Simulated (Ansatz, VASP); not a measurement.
## Cross-check of Si3N4 (Si3N4 (P6_3/m)) between VASP and Ansatz

Wanted: the spread between two codes on one cell, functional and k mesh. The cell is taken from a series of runs on this material, whose earlier steps may have relaxed, scaled, displaced or heated it; both programs get it as it stands.

Calculated with Ansatz 0.2.0; plane waves, with VASP 6.6.1 beside it; single point at PBEsol.

## (1) The starting structure

The structure is hexagonal, space group P6_3/m (No. 176). The conventional cell has a = 7.624 Å, b = 7.624 Å, c = 2.910 Å, α = 90.00°, β = 90.00°, γ = 120.00°. Nearest to Si lie 4 N at 1.73 to 1.74 Å. Nearest to N lie 3 Si at 1.73 Å. N has 3 Si at 1.74 Å nearest. Farther neighbours and most contacts between anions are not listed.

Coordinates:

```xyz
14
Lattice="7.6245 0.0000 0.0000 -3.8122 6.6030 0.0000 0.0000 0.0000 2.9103" Properties=species:S:1:pos:R:3 pbc="T T T"
Si   -1.3768    5.4545    2.1827
Si    2.2124    1.5349    0.7276
Si    4.0353    3.9196    0.7276
Si   -0.2231    2.6834    2.1827
Si    1.5999    5.0681    2.1827
Si    5.1891    1.1485    0.7276
N     0.0000    4.4020    2.1827
N     3.8123    2.2010    0.7276
N     4.8445    4.4239    2.1827
N    -1.4090    6.4074    0.7276
N     2.4412    4.6195    0.7276
N     1.3710    1.9835    2.1827
N    -1.0322    2.1790    0.7276
N     5.2212    0.1956    2.1827
```

## (2) VASP: single point, PBEsol, pair 1

A single point gives forces, pressure and levels at one fixed geometry, so differences don't come from the geometry; what else differs is listed under the comparison.

Lines of VASP's logs that name or quote its potential files are left out, and so is its time.

File INCAR:

```
SYSTEM = Si3N4
PREC = Accurate
ENCUT = 520
EDIFF = 1E-06
NELM = 120
ISMEAR = 0
SIGMA = 0.01
LREAL = .FALSE.
ALGO = Normal
GGA = PS
NBANDS = 46
LORBIT = 11
LWAVE = .FALSE.
LCHARG = .FALSE.
ISIF = 2
LASPH = .TRUE.
GGA_COMPAT = .FALSE.
EFERMI = MIDGAP
KPAR = 16
```

File POSCAR:

```
Si3N4
1.0
    7.6244572493      0.0000000000      0.0000000000
   -3.8122286246      6.6029736679      0.0000000000
    0.0000000000      0.0000000000      2.9102557787
Si N
6 8
Direct
    0.2324500000      0.8260600000      0.7500000000
    0.4063900000      0.2324500000      0.2500000000
    0.8260600000      0.5936100000      0.2500000000
    0.1739400000      0.4063900000      0.7500000000
    0.5936100000      0.7675500000      0.7500000000
    0.7675500000      0.1739400000      0.2500000000
    0.3333300000      0.6666700000      0.7500000000
    0.6666700000      0.3333300000      0.2500000000
    0.9703800000      0.6699900000      0.7500000000
    0.3003900000      0.9703800000      0.2500000000
    0.6699900000      0.6996100000      0.2500000000
    0.3300100000      0.3003900000      0.7500000000
    0.0296200000      0.3300100000      0.2500000000
    0.6996100000      0.0296200000      0.7500000000
```

File KPOINTS:

```
Automatic mesh
0
Gamma
4 4 10
0 0 0
```

The projector-augmented-wave data sets are Si and N (PBE family, release 64).

On the command line:

```console
$ mpirun -np 16 vasp_std
```

Numbers of over 12 decimals in the logs are rounded to 6 here.

The log of the run:

```text
[banner, memory and clock lines left out]
running   16 mpi-ranks, on    1 nodes
 distrk:  each k-point on    1 cores,   16 groups
 distr:  one band on    1 cores,    1 groups

 POSCAR found type information on POSCAR SiN
 POSCAR found :  2 types and      14 ions
|                                                                             |
|           W    W    AA    RRRRR   N    N  II  N    N   GGGG   !!!           |
|           W    W   A  A   R    R  NN   N  II  NN   N  G    G  !!!           |
|           W    W  A    A  R    R  N N  N  II  N N  N  G       !!!           |
|           W WW W  AAAAAA  RRRRR   N  N N  II  N  N N  G  GGG   !            |
|           WW  WW  A    A  R   R   N   NN  II  N   NN  G    G                |
|           W    W  A    A  R    R  N    N  II  N    N   GGGG   !!!           |
|                                                                             |
|     For optimal performance we recommend to set                             |
|       NCORE = 2 up to number-of-cores-per-socket                            |
|     NCORE specifies how many cores store one orbital (NPAR=cpu/NCORE).      |
|     This setting can greatly improve the performance of VASP for DFT.       |
|     The default, NCORE=1 might be grossly inefficient on modern             |
|     multi-core architectures or massively parallel machines. Do your        |
|     Unfortunately you need to use the default for GW and RPA                |
|     calculations (for HF NCORE is supported but not extensively tested      |
|     yet).                                                                   |
|                                                                             |

|                                                                             |
|               ----> ADVICE to this user running VASP <----                  |
|                                                                             |
|     You enforced a specific xc type in the INCAR file but a different       |
|     [... a line on the potential file left out ...]
|     I HOPE YOU KNOW WHAT YOU ARE DOING!                                     |
|                                                                             |

 LDA part: xc-table for (Slater+PW92), standard interpolation
 POSCAR, INCAR and KPOINTS ok, starting setup
 FFT: planning ... GRIDC
 FFT: planning ... GRID_SOFT
 FFT: planning ... GRID
 WAVECAR not read
 entering main loop
       N       E                     dE             d eps       ncg     rms          rms(c)
DAV:   1     0.271666289306E+03    0.27167E+03   -0.31572E+04  5528   0.129E+03
DAV:   2    -0.113407647740E+03   -0.38507E+03   -0.36510E+03  7134   0.274E+02
DAV:   3    -0.135846162768E+03   -0.22439E+02   -0.22283E+02  7064   0.687E+01
DAV:   4    -0.136182654823E+03   -0.33649E+00   -0.33545E+00  6976   0.908E+00
DAV:   5    -0.136190623352E+03   -0.79685E-02   -0.79618E-02  6840   0.134E+00    0.289E+01
DAV:   6    -0.120726954174E+03    0.15464E+02   -0.52178E+01  6724   0.286E+01    0.133E+01
DAV:   7    -0.120503589371E+03    0.22336E+00   -0.28346E+00  6944   0.672E+00    0.618E+00
DAV:   8    -0.120398036663E+03    0.10555E+00   -0.16988E-01  6746   0.199E+00    0.203E+00
DAV:   9    -0.120384182432E+03    0.13854E-01   -0.31269E-02  7120   0.871E-01    0.294E-01
DAV:  10    -0.120385683137E+03   -0.15007E-02   -0.32238E-03  6344   0.252E-01    0.156E-01
DAV:  11    -0.120386175045E+03   -0.49191E-03   -0.77030E-04  6544   0.133E-01    0.233E-02
DAV:  12    -0.120386207829E+03   -0.32784E-04   -0.42091E-05  6872   0.338E-02    0.108E-02
DAV:  13    -0.120386230474E+03   -0.22645E-04   -0.23070E-05  6282   0.202E-02    0.506E-03
DAV:  14    -0.120386234272E+03   -0.37978E-05   -0.35708E-06  6312   0.863E-03    0.278E-03
DAV:  15    -0.120386235128E+03   -0.85575E-06   -0.19587E-06  5368   0.529E-03
   1 F= -.12038624E+03 E0= -.12038624E+03  d E =0.000000E+00
```

OUTCAR, selected parts (step 2):

```text
ion  position               nearest neighbor table
   1  0.232  0.826  0.750-   7 1.73  10 1.74  10 1.74   9 1.74   4 3.00   5 3.00   2 3.06   2 3.06
                             3 3.06   3 3.06
   2  0.406  0.232  0.250-   8 1.73  12 1.74  12 1.74  10 1.74   3 3.00   6 3.00   1 3.06   1 3.06
                             4 3.06   4 3.06
   3  0.826  0.594  0.250-   8 1.73   9 1.74   9 1.74  11 1.74   6 3.00   2 3.00   5 3.06   5 3.06
                             1 3.06   1 3.06
   4  0.174  0.406  0.750-   7 1.73  13 1.74  13 1.74  12 1.74   1 3.00   5 3.00   2 3.06   2 3.06
                             6 3.06   6 3.06
   5  0.594  0.768  0.750-   7 1.73  11 1.74  11 1.74  14 1.74   4 3.00   1 3.00   6 3.06   6 3.06
                             3 3.06   3 3.06
   6  0.768  0.174  0.250-   8 1.73  14 1.74  14 1.74  13 1.74   3 3.00   2 3.00   5 3.06   5 3.06
                             4 3.06   4 3.06
   7  0.333  0.667  0.750-   1 1.73   4 1.73   5 1.73
   8  0.667  0.333  0.250-   6 1.73   3 1.73   2 1.73
   9  0.970  0.670  0.750-   3 1.74   3 1.74   1 1.74
  10  0.300  0.970  0.250-   1 1.74   1 1.74   2 1.74
  11  0.670  0.700  0.250-   5 1.74   5 1.74   3 1.74
  12  0.330  0.300  0.750-   2 1.74   2 1.74   4 1.74
  13  0.030  0.330  0.250-   4 1.74   4 1.74   6 1.74
  14  0.700  0.030  0.750-   6 1.74   6 1.74   5 1.74

  LATTYP: Found a hexagonal cell.
 ALAT       =     7.6244572493
 C/A-ratio  =     0.3817000586

 Subroutine GETGRP returns: Found  4 space group operations
 (whereof  2 operations were pure point group operations)

The static configuration has the point symmetry S_2 .
 The point group associated with its full space group is C_2h.

 Found     60 irreducible k-points:

   k-points           NKPTS =     60   k-points in BZ     NKDIM =     60   number of bands    NBANDS=     46

   dimension x,y,z NGX =    60 NGY =   60 NGZ =   24
   dimension x,y,z NGXF=   120 NGYF=  120 NGZF=   48

   ENCUT  =  520.0 eV  38.22 Ry    6.18 a.u.  14.18 14.18  5.41*2*pi/ulx,y,z

   NELECT =      64.0000    total number of electrons

 k-points in reciprocal lattice and weights: Automatic mesh
   0.00000000  0.00000000  0.00000000       0.006
   0.25000000  0.00000000  0.00000000       0.013
   0.00000000  0.25000000  0.00000000       0.013
  -0.25000000  0.25000000  0.00000000       0.013
   0.50000000  0.00000000  0.00000000       0.006
   0.00000000  0.50000000  0.00000000       0.006
   0.50000000  0.50000000  0.00000000       0.006
   0.25000000  0.25000000  0.00000000       0.013
  -0.25000000  0.50000000  0.00000000       0.013
[...]
-0.25000000  0.50000000  0.50000000       0.013
   0.50000000  0.25000000  0.50000000       0.013

 average (electrostatic) potential at core
       1 -82.1143       2 -82.1145       3 -82.1144       4 -82.1144       5 -82.1145
       6 -82.1143       7 -60.6478       8 -60.6478       9 -60.9808      10 -60.9807
      11 -60.9809      12 -60.9809      13 -60.9808      14 -60.9807

 E-fermi :   8.7077

 k-point     1 :       0.0000    0.0000    0.0000
  band No.  band energies     occupation
    ...
     28       5.3135      2.00000
     29       5.3137      2.00000
     30       6.1452      2.00000
     31       6.2315      2.00000
     32       6.4169      2.00000
     33      10.8015      0.00000
     34      11.2199      0.00000
     35      11.3930      0.00000
     36      11.3930      0.00000
     37      11.6994      0.00000
    ...

 k-point     2 :       0.2500    0.0000    0.0000
  band No.  band energies     occupation
    ...
     28       5.0345      2.00000
     29       5.2600      2.00000
     30       6.0597      2.00000
     31       6.2013      2.00000
     32       6.3994      2.00000
     33      10.9463      0.00000
     34      11.2567      0.00000
     35      11.4224      0.00000
     36      11.5210      0.00000
     37      11.8567      0.00000
    ...

 k-point     3 :       0.0000    0.2500    0.0000
  band No.  band energies     occupation
    ...
     28       5.0345      2.00000
     29       5.2600      2.00000
     30       6.0597      2.00000
     31       6.2013      2.00000
     32       6.3994      2.00000
     33      10.9463      0.00000
     34      11.2567      0.00000
     35      11.4224      0.00000
     36      11.5210      0.00000
     37      11.8567      0.00000
    ...

  Total        0.2193547      0.2189629      0.2161976     -0.0017133      0.0000000      0.0000000
  in kB        2.3987109      2.3944257      2.3641868     -0.0187354      0.0000000      0.0000000
  external PRESSURE =       2.3857745 kB  Pullay stress =       0.0000000 kB

  energy-cutoff  :      520.00
  volume of cell :      146.51
      direct lattice vectors                 reciprocal lattice vectors
     7.624457249  0.000000000  0.000000000     0.131156877  0.075723458  0.000000000
    -3.812228625  6.602973668  0.000000000     0.000000000  0.151446916  0.000000000
     0.000000000  0.000000000  2.910255779     0.000000000  0.000000000  0.343612409

 POSITION                                       TOTAL-FORCE (eV/Angst)
 -----------------------------------------------------------------------------------
     -1.37682      5.45445      2.18269        -0.005979      0.000799      0.000000
      2.21235      1.53486      0.72756        -0.002470     -0.004594      0.000000
      4.03528      3.91959      0.72756        -0.002176      0.004575     -0.000000
     -0.22305      2.68338      2.18269         0.002176     -0.004575      0.000000
      1.59988      5.06811      2.18269         0.002470      0.004594      0.000000
      5.18905      1.14852      0.72756         0.005979     -0.000799     -0.000000
     -0.00004      4.40200      2.18269         0.001480     -0.000859      0.000000
      3.81227      2.20097      0.72756        -0.001480      0.000859     -0.000000
      4.84447      4.42393      2.18269         0.005963      0.004357      0.000000
     -1.40900      6.40739      0.72756        -0.000820      0.007672      0.000000
      2.44124      4.61951      0.72756         0.006775     -0.003316     -0.000000
      1.37099      1.98347      2.18269        -0.006775      0.003316      0.000000
     -1.03224      2.17905      0.72756        -0.005963     -0.004357      0.000000
      5.22123      0.19558      2.18269         0.000820     -0.007672      0.000000
 -----------------------------------------------------------------------------------
    total drift:                                0.000000      0.000000      0.000000

  FREE ENERGIE OF THE ION-ELECTRON SYSTEM (eV)
  ---------------------------------------------------
  free  energy   TOTEN  =      -120.3862351277 eV

  energy  without entropy=     -120.3862351277  energy(sigma->0) =     -120.38623513

 total charge
# of ion       s       p       d       tot
------------------------------------------
    1        0.677   0.975   0.000   1.652
    2        0.677   0.975   0.000   1.652
    3        0.677   0.975   0.000   1.652
    4        0.677   0.975   0.000   1.652
    5        0.677   0.975   0.000   1.652
    6        0.677   0.975   0.000   1.652
    7        1.218   2.725   0.000   3.943
    8        1.218   2.725   0.000   3.943
    9        1.214   2.714   0.000   3.928
   10        1.214   2.714   0.000   3.928
   11        1.214   2.714   0.000   3.928
   12        1.214   2.714   0.000   3.928
   13        1.214   2.714   0.000   3.928
   14        1.214   2.714   0.000   3.928
--------------------------------------------------
tot         13.786  27.581   0.000  41.367

[... 3 further parts left out ...]
```

The run ends at a pressure of 0.24 GPa, with forces up to 0.0077 eV/Å.

## (3) Ansatz: single point, PBEsol, pair 1

Ansatz runs on its PAW soft_1 files.

The same cell, functional and mesh now go to Ansatz.

File input.yaml:

```yaml
crystal:
  lattice:
    - [7.6244572493, 0.0, 0.0]
    - [-3.8122286246, 6.6029736679, 0.0]
    - [0.0, 0.0, 2.9102557787]
  atoms:
    - { symbol: Si, position: [0.2324454812, 0.8260559097, 0.75] }
    - { symbol: Si, position: [0.4063895715, 0.2324454812, 0.25] }
    - { symbol: Si, position: [0.8260559097, 0.5936104285, 0.25] }
    - { symbol: Si, position: [0.1739440903, 0.4063895715, 0.75] }
    - { symbol: Si, position: [0.5936104285, 0.7675545188, 0.75] }
    - { symbol: Si, position: [0.7675545188, 0.1739440903, 0.25] }
    - { symbol: "N", position: [0.3333333333, 0.6666666667, 0.75] }
    - { symbol: "N", position: [0.6666666667, 0.3333333333, 0.25] }
    - { symbol: "N", position: [0.970384115, 0.6699911714, 0.75] }
    - { symbol: "N", position: [0.3003929436, 0.970384115, 0.25] }
    - { symbol: "N", position: [0.6699911714, 0.6996070564, 0.25] }
    - { symbol: "N", position: [0.3300088286, 0.3003929436, 0.75] }
    - { symbol: "N", position: [0.029615885, 0.3300088286, 0.25] }
    - { symbol: "N", position: [0.6996070564, 0.029615885, 0.75] }
basis:
  ecutwfc: 750.0
  ecutrho_ratio: 4
  xc_grid: 2
  precision: f64
hamiltonian:
  xc: pbesol
  pseudopotentials:
    kind: paw
    xc_functional: pbe
    azcp:
      folder: soft_1
      "N": "soft_1/N.paw.azcp"
      Si: "soft_1/Si.paw.azcp"
kpoints:
  mp_grid: { grid: [4, 4, 10] }
  band_path: { path: [VBM, CBM], npoints: 1 }
scf:
  self_checks: high
  occupations: { method: fixed }
checkpoint:
  write: "../edges.e750.run"
  compress: false
  write_wavefunctions: true
  write_every: 100000
```

On the command line:

```console
$ ansatz run input.yaml --threads 32 --pin off --max-ram 84787MiB --backend cpu --events-out ev --progress --plain --runs-dir out
```

The log of the run:

```text
Engine: ansatz 0.2.0, aarch64-unknown-linux-gnu
Pseudopotentials: kind: paw
Pseudopotential: Si, paw, valence charge 4, recommended cutoff 420 eV (normal), soft_1/Si.paw.azcp
Pseudopotential: N, paw, valence charge 5, recommended cutoff 420 eV (normal), soft_1/N.paw.azcp
Functional definition: PBEsol
  exchange = pbesol_x
  correlation = pbesol_c
Crystal: 14 atoms, lattice volume = 146.514 Å³
Basis set: ecut = 750 eV, 6889 PW (Γ), exchange–correlation on 144×144×54 points (8 copies of the dense FFT grid, shifted against one another)
Bands: 46, of which v1, the nominal top of the filled ones, is band 32 counted from 1 (31 counted from 0)
Symmetry: 12 space group operations
Space group: P63/m (ITA 176), of the structure as read, at distance tolerance 5.3e-5 Å
k-points: 24 of 160
Non-local potential: Si, projectors of the file, l = 0: 2, l = 1: 2, l = 2: 1
Non-local potential: N, projectors of the file, l = 0: 2, l = 1: 2, l = 2: 1
PAW form: soft (Blöchl's): semilocal exchange-correlation on the pseudo side does not see the compensation charge
PAW frozen core: Si, regenerated for the run's functional, and the local potential with it (the file was generated under x = pbe(κ = 0.804, μ = 0.219515), c = pbe(β = 0.066725))
PAW frozen core: N, regenerated for the run's functional, and the local potential with it (the file was generated under x = pbe(κ = 0.804, μ = 0.219515), c = pbe(β = 0.066725))
PAW one-centre angular grid: Si, 110 points (default); XC on 64 Gauss nodes
PAW one-centre angular grid: N, 110 points (default); XC on 64 Gauss nodes
Initial density: superposition of atomic densities (chi_scale 0.1, normalization cell, long waves kept (reshape's long-wave potential 0.02 eV rms))
Initial wavefunctions: pseudopotential atomic-orbital guess
Functional: x = pbesol(κ = 0.804, μ = 0.123457), c = pbesol(β = 0.046)
SCF iter   1: F=—  HF=-6784.430484 eV  |Δ(HF+E_count)|=         —  Δρ=1.48e-1  dr2=3.35e1  Hψ=4368
preconditioner: auto → Resta (q_TF=auto, 2.377 Å⁻¹)  ε∞=3.5  [insulator: Δε(μ)=5.848 eV  Ē_g=15.371 eV  n_scr=32 (ndim 8)  ℏωp=24.5 eV  f_vac=0.010  ε∞_Penn≈3.5]
SCF iter   2: F=—  HF=-6774.277899 eV  |Δ(HF+E_count)|=    1.02e1  Δρ=4.83e-2  dr2=1.93e0  Hψ=2941
SCF iter   3: F=—  HF=-6773.912753 eV  |Δ(HF+E_count)|=   3.65e-1  Δρ=2.38e-2  dr2=4.57e-1  Hψ=1024
SCF iter   4: F=—  HF=-6773.843577 eV  |Δ(HF+E_count)|=   6.92e-2  Δρ=2.07e-3  dr2=7.39e-3  Hψ=1023
SCF iter   5: F=—  HF=-6773.848573 eV  |Δ(HF+E_count)|=   5.00e-3  Δρ=1.42e-3  dr2=3.13e-3  Hψ=1755
SCF iter   6: F=—  HF=-6773.848645 eV  |Δ(HF+E_count)|=   7.24e-5  Δρ=3.97e-4  dr2=2.81e-4  Hψ=1686
SCF iter   7: F=—  HF=-6773.848820 eV  |Δ(HF+E_count)|=   1.75e-4  Δρ=8.96e-5  dr2=2.13e-5  Hψ=1570
SCF iter   8: F=—  HF=-6773.848872 eV  |Δ(HF+E_count)|=   5.20e-5  Δρ=2.32e-5  dr2=9.12e-7  Hψ=1800
SCF iter   9: F=-6773.848873 eV  HF=-6773.848873 eV  |Δ(HF+E_count)|=   1.74e-6  Δρ=3.25e-6  dr2=1.84e-8  Hψ=6664
SCF 1 converged in 9 iterations: F = -6773.848873 eV  dr2 = 1.84e-8
  greatest PAW one-centre occupation: 0.791 electrons in one spin orbital (limit 2), on the N atom at site 7 (counted from 0), in its partial waves of l = 0
NSCF: frozen V_eff on 32 k-points
NSCF: frozen V_eff on 32 k-points
[...]
SCF converged after 9 iterations
Free energy (F): -6773.848873 eV
Harris-Foulkes:  -6773.848873 eV  (|F-HF|=2.19e-8)
Internal energy: -6773.848873 eV  (E = F + TS)
E sigma→0 (E₀):  -6773.848873 eV
Fermi energy:    8.111209 eV
--- Per-component energies (eV) ---
  E_band       = 53.383135
  E_kinetic    = 1327.712950
  E_local      = -2027.560527  (includes V_loc(G=0)·N_el)
  E_nonlocal   = 408.008251
  E_hartree    = 713.152768
  E_xc         = -819.281553
  E_vxc        = -903.465122  (∫ρ·V_xc dr)
  E_paw        = -3977.279175  (= ΣΔE_a)
  E_vpaw       = -177.615656  (= ΣTr[D̂ρ^β])
  E_aug_tail   = -0.000435  (compensation charges beyond the density's cutoff)
  E_ewald      = -2399.015307
  E_core_change = 0.414155  (= ΣΔE_core)
  E_smearing   = -0.000000  (= −TS)
  E_closure    = 0.000000  (closes the sum)
  Σ components = -6773.848873   (vs F -6773.848873, Δ=0.00e0)
--- Band table (eV; the first three rows and the last of 24) ---
  k-point 0: bands = ["-10.0474", "-8.5702", "-8.5702", "-7.9518", "-7.8076", "-7.8076", "-6.5521", "-6.2331", "0.0257", "0.0257", "0.1153", "0.7436", "0.7436", "2.2560", "2.2560", "3.1138", "3.5583",
  k-point 1: bands = ["-9.9265", "-8.4611", "-8.4611", "-7.8666", "-7.7127", "-7.7127", "-6.5028", "-6.2129", "0.0459", "0.0459", "0.1934", "0.7699", "0.7699", "2.3039", "2.3039", "3.0282", "3.1330", 
  k-point 2: bands = ["-9.5726", "-8.1472", "-8.1472", "-7.6305", "-7.4483", "-7.4483", "-6.3753", "-6.1878", "-0.0164", "-0.0164", "0.4099", "0.7196", "0.7196", "1.9339", "2.3430", "2.3430", "2.9234"
  k-point 23: bands = ["-7.5202", "-7.5202", "-6.9014", "-6.9014", "-6.8598", "-6.8598", "-6.2209", "-6.2209", "-1.0593", "-1.0593", "-0.5695", "-0.5695", "0.0199", "0.0199", "1.4903", "1.4903", "2.12
```

## (4) Side by side

Known differences besides the potentials themselves: fixed occupations in Ansatz, narrow Gaussian smearing in VASP; the cutoff is 750 eV in Ansatz and 520 eV in VASP; Ansatz makes its cores anew for this functional, VASP keeps those of its PBE data sets. Total energies have different zeros and are not compared.

Both answers:

```csv
quantity,Ansatz,VASP,difference
gap on the k mesh (eV),4.196,4.188,+0.009
```

A gap on the mesh is an upper bound, since the band edges may lie between its points.

(Part 1 of 2 ends here.)

[Lines on the potential files, build, host, timing and source positions are cut from VASP's logs without a mark.]

[Logs are printed without paths, hosts, clocks, repeated set-up lines and the standing remarks that a program may print on its own settings, such as how far it seeks lower states.]

[Hosts, paths, dates, database ids (printed as entryN), source tags and the programs' standing remarks are cut or masked in the printed files.]
